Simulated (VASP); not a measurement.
These are revPBE GGA, VASP's PBE PAW potentials (set 64) (plane waves; VASP) values and carry that method's errors.

Input for VASP

### INCAR
```
# general
SYSTEM  = KI
PREC    = Accurate
ENCUT   = 520
LREAL   = F
LASPH   = T

# electronic loop
EDIFF   = 1E-6
NELM    = 100
ALGO    = Normal
LMAXMIX = 4

# smearing
ISMEAR  = 0
SIGMA   = 0.05

# functional
GGA     = RE

# ions
IBRION  = 2
NSW     = 60
ISIF    = 3
EDIFFG  = -0.01

# output
LWAVE   = F
LCHARG  = F
```

### POSCAR
```
KI
1
    0.0000000000     3.6962572220     3.6962572220
    3.6962572220    -0.0000000000     3.6962572220
    3.6962572220     3.6962572220     0.0000000000
K I
1 1
Direct
  0.0000000000   0.0000000000   0.0000000000
  0.5000000000   0.5000000000   0.5000000000
```

KPOINTS:
```
Automatic mesh
0
G
 6 6 6
0 0 0
```

POTCAR, in this order: K_sv I (PBE.64 set). Program: vasp_std.

The run wrote:

### OUTCAR
```
 ion  position               nearest neighbor table
   1  0.000  0.000  0.000-
   2  0.500  0.500  0.500-
  LATTYP: Found a face centered cubic cell.
 ALAT       =     7.3925144440
 Subroutine PRICEL returns:
 Original cell was already a primitive cell.
 Subroutine GETGRP returns: Found 48 space group operations
The static configuration has the point symmetry O_h .
The dynamic configuration has the point symmetry O_h .
 Subroutine INISYM returns: Found 48 space group operations
 Subroutine IBZKPT returns following result:
 Found     16 irreducible k-points:

 Following reciprocal coordinates:
            Coordinates               Weight
  0.000000  0.000000  0.000000      1.000000
  0.166667  0.000000  0.000000      8.000000
  0.333333  0.000000  0.000000      8.000000
  0.500000  0.000000  0.000000      4.000000
  0.166667  0.166667  0.000000      6.000000
  0.333333  0.166667  0.000000     24.000000
  0.500000  0.166667  0.000000     24.000000
 -0.333333  0.166667  0.000000     24.000000
 -0.166667  0.166667  0.000000     12.000000
  0.333333  0.333333  0.000000      6.000000
  0.500000  0.333333  0.000000     24.000000
 -0.333333  0.333333  0.000000     12.000000
  0.500000  0.500000  0.000000      3.000000
  0.500000  0.333333  0.166667     24.000000
 -0.333333  0.333333  0.166667     24.000000
 -0.333333  0.500000  0.166667     12.000000
   k-points           NKPTS =     16   k-points in BZ     NKDIM =     16   number of bands    NBANDS=     12
   number of dos      NEDOS =    301   number of ions     NIONS =      2
   total plane-waves  NPLWV =  64000
   dimension x,y,z NGX =    40 NGY =   40 NGZ =   40
   dimension x,y,z NGXF=    80 NGYF=   80 NGZF=   80
   ions per type =               1   1
   PREC   = accura    normal or accurate (medium, high low for compatibility)
   ISTART =      0    job   : 0-new  1-cont  2-samecut
...
```

File OSZICAR:
```
       N       E                     dE             d eps       ncg     rms          rms(c)
DAV:   1     0.958332526113E+02    0.95833E+02   -0.64044E+03   384   0.110E+03
DAV:   2     0.725623019830E+00   -0.95108E+02   -0.90082E+02   480   0.245E+02
DAV:   3    -0.505207253759E+01   -0.57777E+01   -0.57522E+01   484   0.564E+01
DAV:   4    -0.535232384297E+01   -0.30025E+00   -0.29994E+00   736   0.110E+01
DAV:   5    -0.535352773055E+01   -0.12039E-02   -0.12039E-02   500   0.729E-01    0.238E+00
DAV:   6    -0.524873586665E+01    0.10479E+00   -0.16239E-01   472   0.224E+00    0.178E+00
DAV:   7    -0.525040756063E+01   -0.16717E-02   -0.17482E-01   480   0.227E+00    0.836E-01
DAV:   8    -0.526474400253E+01   -0.14336E-01   -0.22061E-02   448   0.111E+00    0.119E-01
DAV:   9    -0.526612917004E+01   -0.13852E-02   -0.26002E-03   496   0.314E-01    0.753E-02
DAV:  10    -0.526649886524E+01   -0.36970E-03   -0.45961E-04   476   0.140E-01    0.222E-02
DAV:  11    -0.526658490281E+01   -0.86038E-04   -0.10953E-04   472   0.744E-02    0.159E-02
DAV:  12    -0.526659698586E+01   -0.12083E-04   -0.20338E-05   464   0.336E-02    0.959E-03
DAV:  13    -0.526659863431E+01   -0.16484E-05   -0.29010E-06   476   0.120E-02    0.265E-03
DAV:  14    -0.526659871301E+01   -0.78697E-07   -0.11475E-07   340   0.281E-03
   1 F= -.52665987E+01 E0= -.52665987E+01  d E =-.526660E+01
```

**OUTCAR**
```
------------------------ aborting loop because EDIFF is reached ----------------------------------------
  FORCE on cell =-STRESS in cart. coord.  units (eV):
  Direction    XX          YY          ZZ          XY          YZ          ZX
  --------------------------------------------------------------------------------------
  Total        0.0066097      0.0066097      0.0066097      0.0000000     -0.0000000     -0.0000000
  in kB        0.1048520      0.1048520      0.1048520      0.0000000     -0.0000000     -0.0000000
  external PRESSURE =       0.1048520 kB  Pullay stress =       0.0000000 kB
  volume of cell :      101.00
      direct lattice vectors                 reciprocal lattice vectors
     0.000000000  3.696257222  3.696257222    -0.135271971  0.135271971  0.135271971
     3.696257222  0.000000000  3.696257222     0.135271971 -0.135271971  0.135271971
     3.696257222  3.696257222  0.000000000     0.135271971  0.135271971 -0.135271971
  FREE ENERGIE OF THE ION-ELECTRON SYSTEM (eV)
  ---------------------------------------------------
  free  energy   TOTEN  =        -5.2665987130 eV

  energy  without entropy=       -5.2665987130  energy(sigma->0) =       -5.26659871

 reached required accuracy - stopping structural energy minimisation
```
(Selected blocks of OUTCAR.)

The compound is KI in the rock salt structure. It was relaxed first, which changed the volume by +14 %. The start is the result of an earlier pass.
